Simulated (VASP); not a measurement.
## Os(0001), as cut: electronic structure

Wanted: what it costs to take an electron out of Os(0001), held as cut.

Main program and level: VASP 6.6.1; PBE; plane waves and PAW (Os).

## Step 1: The starting structure

The cell holds 7 atoms: 7 Os. Cell: a = 2.740 Å, b = 2.740 Å, c = 30.979 Å, α = 90.0°, β = 90.0°, γ = 60.0°. Vacuum lies along c.

## Step 2: Vacuum level and density of states

A static run writes the electrostatic potential without exchange and correlation (LVHAR), which is flat in the vacuum and gives the level to count from. The dipole correction cancels the field that unlike faces would set up across the vacuum.

INCAR reads:

```
SYSTEM = Os
PREC = Normal
ENCUT = 300
EDIFF = 1E-06
NELM = 120
ISMEAR = -1
SIGMA = 0.1
LREAL = .FALSE.
ALGO = Fast
GGA = PE
NBANDS = 46
LASPH = .TRUE.
LORBIT = 11
LWAVE = .FALSE.
LCHARG = .TRUE.
IDIPOL = 3
LDIPOL = .TRUE.
DIPOL = 0.5 0.5 0.5
LVHAR = .TRUE.
LVACPOTAV = .TRUE.
LELF = .TRUE.
NEDOS = 1500
```

POSCAR reads:

```
Os
1.0
    2.7400000000      0.0000000000      0.0000000000
    1.3700000000      2.3729096064      0.0000000000
    0.0000000000      0.0000000000     30.9793800000
Os
7
Direct
    0.0000000000      0.0000000000      0.2905158205
    0.6666666667      0.6666666667      0.3603438803
    0.0000000000      0.0000000000      0.4301719402
    0.6666666667      0.6666666667      0.5000000000
    0.0000000000      0.0000000000      0.5698280598
    0.6666666667      0.6666666667      0.6396561197
    0.0000000000      0.0000000000      0.7094841795
```

KPOINTS reads:

```
Automatic mesh
0
Gamma
18 18 1
0 0 0
```

The projector-augmented-wave data sets are Os (PBE family, release 64).

Command:

```sh
$ mpirun -np 2 vasp_std
```

The program printed:

```text
[banner, memory and clock lines left out]
running    2 mpi-ranks, on    1 nodes
 distrk:  each k-point on    2 cores,    1 groups
 distr:  one band on    1 cores,    2 groups

 POSCAR found type information on POSCAR Os
 POSCAR found :  1 types and       7 ions
 LDA part: xc-table for (Slater+PW92), standard interpolation
 POSCAR, INCAR and KPOINTS ok, starting setup
 FFT: planning ... GRIDC
 FFT: planning ... GRID_SOFT
 FFT: planning ... GRID
 WAVECAR not read
 entering main loop
       N       E                     dE             d eps       ncg     rms          rms(c)
DAV:   1     0.263309100126E+03    0.26331E+03   -0.18070E+04  3468   0.689E+02
DAV:   2    -0.607752261928E+02   -0.32408E+03   -0.29907E+03  4058   0.286E+02
DAV:   3    -0.809496113945E+02   -0.20174E+02   -0.19043E+02  4012   0.633E+01
DAV:   4    -0.813825620316E+02   -0.43295E+00   -0.42904E+00  3958   0.952E+00
DAV:   5    -0.813906272265E+02   -0.80652E-02   -0.80588E-02  4098   0.107E+00    0.440E+01
RMM:   6    -0.776532050204E+02    0.37374E+01   -0.40308E+00  3523   0.828E+00    0.180E+01
RMM:   7    -0.113358463633E+03   -0.35705E+02   -0.13570E+01  4840   0.112E+01    0.506E+01
RMM:   8    -0.765948395700E+02    0.36764E+02   -0.50363E+00  4265   0.767E+00    0.422E+00
RMM:   9    -0.763722004276E+02    0.22264E+00   -0.76724E-01  3981   0.330E+00    0.198E+00
RMM:  10    -0.763430415256E+02    0.29159E-01   -0.12008E-01  3776   0.160E+00    0.148E+00
RMM:  11    -0.763283202676E+02    0.14721E-01   -0.24527E-02  3911   0.646E-01    0.948E-01
RMM:  12    -0.763235809487E+02    0.47393E-02   -0.18836E-02  3748   0.612E-01    0.468E-01
RMM:  13    -0.763218592500E+02    0.17217E-02   -0.42189E-03  3832   0.276E-01    0.271E-01
RMM:  14    -0.763217762681E+02    0.82982E-04   -0.76375E-04  4062   0.120E-01    0.245E-01
RMM:  15    -0.763215701553E+02    0.20611E-03   -0.21511E-04  3913   0.567E-02    0.198E-01
RMM:  16    -0.763214220419E+02    0.14811E-03   -0.14185E-04  3838   0.410E-02    0.124E-01
RMM:  17    -0.763213992629E+02    0.22779E-04   -0.43211E-05  3945   0.221E-02    0.682E-02
RMM:  18    -0.763214098665E+02   -0.10604E-04   -0.21012E-05  3935   0.153E-02    0.306E-02
RMM:  19    -0.763214311876E+02   -0.21321E-04   -0.11897E-05  3866   0.108E-02    0.492E-03
RMM:  20    -0.763214418924E+02   -0.10705E-04   -0.24219E-06  2808   0.612E-03    0.433E-03
RMM:  21    -0.763214538787E+02   -0.11986E-04   -0.88395E-07  2445   0.465E-03    0.270E-03
RMM:  22    -0.763214658377E+02   -0.11959E-04   -0.15607E-06  2673   0.390E-03    0.446E-03
RMM:  23    -0.763214688349E+02   -0.29972E-05   -0.23368E-07  2342   0.225E-03    0.483E-03
RMM:  24    -0.763214711569E+02   -0.23221E-05   -0.31489E-07  2252   0.131E-03    0.880E-04
RMM:  25    -0.763214713073E+02   -0.15033E-06   -0.49193E-08  1422   0.777E-04
|                                                                             |
|           W    W    AA    RRRRR   N    N  II  N    N   GGGG   !!!           |
|           W    W   A  A   R    R  NN   N  II  NN   N  G    G  !!!           |
|           W    W  A    A  R    R  N N  N  II  N N  N  G       !!!           |
|           W WW W  AAAAAA  RRRRR   N  N N  II  N  N N  G  GGG   !            |
|           WW  WW  A    A  R   R   N   NN  II  N   NN  G    G                |
|           W    W  A    A  R    R  N    N  II  N    N   GGGG   !!!           |
|                                                                             |
|     Did not find any points to average over, which means that no vacuum     |
|     field-free region was found. Please increase the size of  your cell     |
|     in the dimension of the dipole correction to obtain accurate            |
|     workfunction values.                                                    |
|                                                                             |

   1 F= -.76321471E+02 E0= -.76230628E+02  d E =-.181686E+00
```

Wall time 39 s (2 MPI ranks of Intel Xeon 6975P-C (Granite Rapids), shared host); peak memory 0.33 GiB; 76 s of CPU time.

Lines that name or quote the potential files are left out of all logs, and their timing lines are given in words.

From OUTCAR (step 2):

```text
ion  position               nearest neighbor table
   1  0.000  0.000  0.291-   2 2.68   2 2.68   2 2.68
   2  0.667  0.667  0.360-   1 2.68   1 2.68   1 2.68   3 2.68   3 2.68   3 2.68
   3  0.000  0.000  0.430-   4 2.68   4 2.68   4 2.68   2 2.68   2 2.68   2 2.68
   4  0.667  0.667  0.500-   3 2.68   5 2.68   3 2.68   5 2.68   3 2.68   5 2.68
   5  0.000  0.000  0.570-   4 2.68   4 2.68   4 2.68   6 2.68   6 2.68   6 2.68
   6  0.667  0.667  0.640-   7 2.68   7 2.68   7 2.68   5 2.68   5 2.68   5 2.68
   7  0.000  0.000  0.709-   6 2.68   6 2.68   6 2.68

  LATTYP: Found a hexagonal cell.
 ALAT       =     2.7400000000
 C/A-ratio  =    11.3063430656

 Subroutine GETGRP returns: Found 12 space group operations
 (whereof 12 operations were pure point group operations)

The static configuration has the point symmetry D_3h.

 Found     37 irreducible k-points:

   k-points           NKPTS =     37   k-points in BZ     NKDIM =     37   number of bands    NBANDS=     46

   dimension x,y,z NGX =    12 NGY =   12 NGZ =  140
   dimension x,y,z NGXF=    24 NGYF=   24 NGZF=  280

   ENCUT  =  300.0 eV  22.05 Ry    4.70 a.u.   3.87  3.87 43.75*2*pi/ulx,y,z

   NELECT =      56.0000    total number of electrons

 k-points in reciprocal lattice and weights: Automatic mesh
   0.00000000  0.00000000  0.00000000       0.003
   0.05555556 -0.00000000  0.00000000       0.019
   0.11111111 -0.00000000  0.00000000       0.019
   0.16666667  0.00000000  0.00000000       0.019
   0.22222222  0.00000000  0.00000000       0.019
   0.27777778  0.00000000  0.00000000       0.019
   0.33333333  0.00000000  0.00000000       0.019
   0.38888889  0.00000000  0.00000000       0.019
   0.44444444  0.00000000  0.00000000       0.019
[...]
-0.38888889  0.27777778  0.00000000       0.037
  -0.33333333  0.33333333  0.00000000       0.006

 dipolmoment           0.000000      0.000000     -0.000000 electrons x Angstroem

 average (electrostatic) potential at core
       1 -50.5837       2 -51.0185       3 -50.8908       4 -50.9061       5 -50.8908
       6 -51.0185       7 -50.5837

 E-fermi :   1.8667

 k-point     1 :       0.0000    0.0000    0.0000
  band No.  band energies     occupation
    ...
     28       0.6194      1.99999
     29       0.6194      1.99999
     30       1.2995      1.99314
     31       1.2995      1.99314
     32       1.7728      1.43786
     33       2.0821      0.20793
     34       2.0821      0.20792
     35       2.1476      0.11367
     36       2.8050      0.00017
     37       2.8050      0.00017
    ...

 k-point     2 :       0.0556   -0.0000    0.0000
  band No.  band energies     occupation
    ...
     29       0.5664      2.00000
     30       1.1896      1.99771
     31       1.2570      1.99551
     32       1.5671      1.90482
     33       1.6298      1.82880
     34       2.0456      0.28639
     35       2.1414      0.12052
     36       2.7830      0.00021
     37       2.8984      0.00007
     38       3.3031      0.00000
    ...

 k-point     3 :       0.1111   -0.0000    0.0000
  band No.  band energies     occupation
    ...
     30       0.7733      1.99996
     31       1.1280      1.99876
     32       1.1781      1.99796
     33       1.5048      1.94780
     34       1.9614      0.55893
     35       2.2459      0.04409
     36       2.7258      0.00037
     37       3.1323      0.00001
     38       3.3052      0.00000
     39       3.6172      0.00000
    ...

  Total       -3.1867773     -3.1867773     -1.9488123     -0.0000000     -0.0000000     -0.0000000
  in kB      -25.3488239    -25.3488239    -15.5015855     -0.0000000     -0.0000000     -0.0000000
  external PRESSURE =     -22.0664111 kB  Pullay stress =       0.0000000 kB

  energy-cutoff  :      300.00
  volume of cell :      201.42
      direct lattice vectors                 reciprocal lattice vectors
     2.740000000  0.000000000  0.000000000     0.364963504 -0.210711777  0.000000000
     1.370000000  2.372909606  0.000000000     0.000000000  0.421423554  0.000000000
     0.000000000  0.000000000 30.979380000     0.000000000  0.000000000  0.032279536

 POSITION                                       TOTAL-FORCE (eV/Angst)
 -----------------------------------------------------------------------------------
      0.00000      0.00000      9.00000         0.000000      0.000000      0.758758
      2.74000      1.58194     11.16323        -0.000000      0.000000     -0.844118
      0.00000      0.00000     13.32646         0.000000     -0.000000     -0.292755
      2.74000      1.58194     15.48969        -0.000000     -0.000000      0.000000
      0.00000      0.00000     17.65292        -0.000000     -0.000000      0.292755
      2.74000      1.58194     19.81615        -0.000000     -0.000000      0.844118
      0.00000      0.00000     21.97938         0.000000      0.000000     -0.758758
 -----------------------------------------------------------------------------------
    total drift:                                0.000000      0.000000     -0.000000

  FREE ENERGIE OF THE ION-ELECTRON SYSTEM (eV)
  ---------------------------------------------------
  free  energy   TOTEN  =       -76.3214713073 eV

  energy  without entropy=      -76.1397849767  energy(sigma->0) =      -76.23062814

 vacuum level on the upper side and lower side of the slab         7.245         7.245

 total charge
# of ion       s       p       d       tot
------------------------------------------
    1        0.647   0.589   5.959   7.195
    2        0.657   0.771   6.058   7.487
    3        0.662   0.781   6.081   7.524
    4        0.662   0.782   6.077   7.521
    5        0.662   0.781   6.081   7.524
    6        0.657   0.771   6.058   7.487
    7        0.647   0.589   5.959   7.195
--------------------------------------------------
tot          4.594   5.064  42.274  51.932

[... 3 further parts left out ...]
```

Numbers from this step:

```yaml
electronic_cycles: 25
electrons: 56
free_energy_toten: -76.3215 eV
energy_at_zero_smearing: -76.2306 eV
fermi_energy: 1.867 eV
labelled_metallic_from_the_levels_on_this_mesh: yes
dos_at_the_fermi_level: 5.511 states/eV/cell
dipole_moment: 0, 0, 0 e·Å
vacuum_levels: 7.245, 7.245 eV
work_functions_of_the_upper_and_lower_face: 5.378, 5.378 eV
```

The density of states has structure finer than the step of the table below, so its rows give means over 1 eV, whole bins alone (the curve runs from -11.7 to 7.89 eV). Peaks (eV: height): total -6.2: 7.02, -4.7: 9.11, -2.4: 12.1, 1.8: 10.00; Os s -7.4: 1.43, 5.8: 0.386, 7.5: 0.546; Os p -5.7: 0.627, -4.7: 0.943, -2.2: 1.19, 6.5: 0.674; Os d -4.7: 7.18, -2.4: 9.95, 1.8: 9.23.

Means over bins of 0.075 eV. Table of density of states by energy, zero at the Fermi level; means over each step; values in states/eV/cell:

| energy (eV) | total | Os s | Os p | Os d |
| --- | --- | --- | --- | --- |
| -11 | 0.0403 | 0.0333 | 8.4e-4 | 0 |
| -10 | 0.304 | 0.238 | 0.0177 | 0.00279 |
| -9 | 0.617 | 0.434 | 0.0651 | 0.0298 |
| -8 | 1.58 | 0.764 | 0.162 | 0.478 |
| -7 | 5.24 | 1.30 | 0.367 | 3.14 |
| -6 | 6.67 | 0.803 | 0.539 | 4.85 |
| -5 | 7.02 | 0.273 | 0.689 | 5.61 |
| -4 | 6.58 | 0.198 | 0.616 | 5.34 |
| -3 | 9.48 | 0.222 | 0.776 | 7.93 |
| -2 | 9.70 | 0.194 | 1.01 | 7.83 |
| -1 | 6.09 | 0.0952 | 0.607 | 4.87 |
| 0 | 5.56 | 0.0709 | 0.370 | 4.66 |
| 1 | 6.71 | 0.0801 | 0.259 | 5.99 |
| 2 | 8.94 | 0.114 | 0.255 | 8.23 |
| 3 | 2.79 | 0.133 | 0.305 | 2.13 |
| 4 | 2.10 | 0.158 | 0.424 | 1.26 |
| 5 | 2.26 | 0.225 | 0.506 | 0.992 |
| 6 | 2.62 | 0.327 | 0.514 | 0.772 |
| 7 | 2.42 | 0.274 | 0.440 | 0.518 |

The planar average of the electrostatic potential oscillates, so the rows of the table below give means over windows of 2.21 Å about each position, cut where the curve ends. Its maxima inside the range that stand out by 2 % of the span (Å: eV): 10.1: -2.68, 12.3: -2.96, 14.4: -2.94, 16.6: -2.94, 18.7: -2.96, 20.9: -2.68. Its minima: 9.0: -14.8, 11.2: -15.5, 13.3: -15.4, 15.5: -15.4, 17.7: -15.4, 19.8: -15.5, 22.0: -14.8.

Zero at the Fermi level. Table of planar average of the electrostatic potential by height; means over each step:

height (Å), planar average of the electrostatic potential (eV) and a bar from the least value:
```
     1.10        5.4 ##############################
     3.31        5.4 ##############################
     5.53        5.3 ##############################
     7.73       -0.6 ##################
     9.95       -9.3 #
    12.16       -9.6 
    14.37       -9.5 
    16.57       -9.5 
    18.79       -9.6 
    21.00       -9.3 #
    23.21       -1.0 #################
    25.41        5.3 ##############################
    27.62        5.4 ##############################
    29.84        5.4 ##############################
```

Density of states in the PAW spheres, an atom over height of the layer and energy from the Fermi level.

Ten even steps from '_' (0.10 states/eV) to '@' (2.08 states/eV), each cell a mean:
```
==--::::::--==
==::::::::::==
==::::::::::==
==::::::::::==
++::--::--::++
==--======--==
##++++++++++##
@@**********@@
##++**++**++##
==++******++==
==++++**++++==
::----------::
======--======
==++++==++++==
--==--==--==--
::==------==::
--++------++--
::++======++::
..==========..
..----------..
__::::--::::__
____......____
```
Columns: height of the layer (Å) from 9 to 22; rows upwards: energy from the Fermi level (eV) from -7.9 to 0.5.

Force by atom:

| atom | x (eV/Å) | y (eV/Å) | z (eV/Å) | size |
| --- | --- | --- | --- | --- |
| Os1 | 0.000 | 0.000 | 0.759 | 0.759 |
| Os2 | 0.000 | 0.000 | -0.844 | 0.844 |
| Os3 | 0.000 | 0.000 | -0.293 | 0.293 |
| Os4 | 0.000 | 0.000 | 0.000 | 0.000 |
| Os5 | 0.000 | 0.000 | 0.293 | 0.293 |
| Os6 | 0.000 | 0.000 | 0.844 | 0.844 |
| Os7 | 0.000 | 0.000 | -0.759 | 0.759 |

ELF in the ca plane at fractional y = 0.000, with atoms of Os within 0.2 Å of it. It is the smooth field of the valence electrons, not physical close to the nuclei.

Ten even steps from '0' (0.00) to '9' (0.45), each cell a mean:
```
77886300157877886200157876787200143210011000
77788522478877788522478877798522454322731000
66678777787766678777787766678777876531000000
55567889886655567899886555567789997531111000
66678778787666678778787666678778877532132000
77788644688777788644688777788644665421011000
67787300268877887300268876787300243321300000
77875100047877875100147877776100033211310000
```
Columns run along c (16.0 Å, from fractional 0.35 to 0.87 of the cell), rows up along a (2.7 Å). Atoms in or near the plane, at fractional coordinates: Os at (0.43, 0.00), Os at (0.57, 0.00), Os at (0.71, 0.00).

Valence density in the ca plane at fractional y = 0.000, with atoms of Os within 0.2 Å of it. It is the smooth field of the valence electrons, not physical close to the nuclei.

Ten even steps from '0' (0.0 e/Å³) to '9' (1.8 e/Å³), each cell a mean:
```
11123588642111123588642111123688630000000000
22222456532222222456532222222466420000000000
34322233322233322233322233322233210000000000
44321122212344321122212344321122110000000000
44321222222244321222212344321222210000000000
33222345422233222345422233222345310000000000
22222577642222223577632222223577620000000000
11123589742111123699742111123699731000000000
```
Columns run along c (16.0 Å, from fractional 0.35 to 0.87 of the cell), rows up along a (2.7 Å). Atoms in or near the plane, at fractional coordinates: Os at (0.43, 0.00), Os at (0.57, 0.00), Os at (0.71, 0.00).

Electrostatic potential energy in the ca plane at fractional y = 0.000, with atoms of Os within 0.2 Å of it. With pseudopotentials it is smooth inside the atoms' cores, unlike the true potential.

Values in eV, 5 rows by 16 columns, each cell a mean:
```
 -1  -6 -32 -13  -1  -1 -26 -24  -1  -1 -15 -31  -3   7   7   7
-12  -3 -12  -4 -10  -5  -9  -8  -6  -9  -4 -11   3   7   7   7
-16  -2  -3   0 -14  -7  -1  -1  -9 -13   0  -2   5   7   7   7
 -8  -3 -20  -7  -6  -3 -15 -14  -4  -6  -8 -19   1   7   7   7
  1  -7 -35 -16   1  -1 -29 -27   0   1 -18 -34  -4   7   7   7
```
Columns run along c (16.0 Å, from fractional 0.35 to 0.87 of the cell; values clipped at the 3rd and 97th percentile), rows up along a (2.7 Å). Atoms in or near the plane, at fractional coordinates: Os at (0.43, 0.00), Os at (0.57, 0.00), Os at (0.71, 0.00).

Only the dipole across the slab is computed (IDIPOL = 3); zeros along the plane are no results.

The map of layer states is cut here 0.5 eV above the Fermi level, so it leaves out the states above that.

The vacuum level lies 5.38 eV above the Fermi level at the upper face; both faces agree, as the slab has next to no dipole.

The program found no field-free point at its default tolerance, but its printed level agrees with the flat part of the planar average.

On this mesh the fine structure of the density of states is sampling noise, and high empty states may be cut by the number of bands.

## Step 3: Derived quantities

This step: slab, PBE; plane waves and PAW (VASP 6.6.1).

Derived from the runs above.

## Step 4: Outcome

```json
{
  "work function of the slab": "5.38 eV"
}
```

What this shows: The work function is 5.38 eV at both faces. Spin-orbit coupling is left out, which matters for the heavy elements here. No atom was relaxed. The cell in the plane was kept as given and was not relaxed here.

[Lines on the potential files, build, host, timing and source positions are cut from VASP's logs without a mark.]

[Logs are printed without paths, hosts, clocks, repeated set-up lines and the standing remarks that a program may print on its own settings, such as how far it seeks lower states.]

[Hosts, paths, dates, database ids (printed as entryN), source tags and the programs' standing remarks are cut or masked in the printed files.]

[In band tables of VASP the shares of atoms and orbitals are scaled to a sum of 1 inside the atoms' spheres.]

[Runs that stopped without an error message from VASP are left out.]
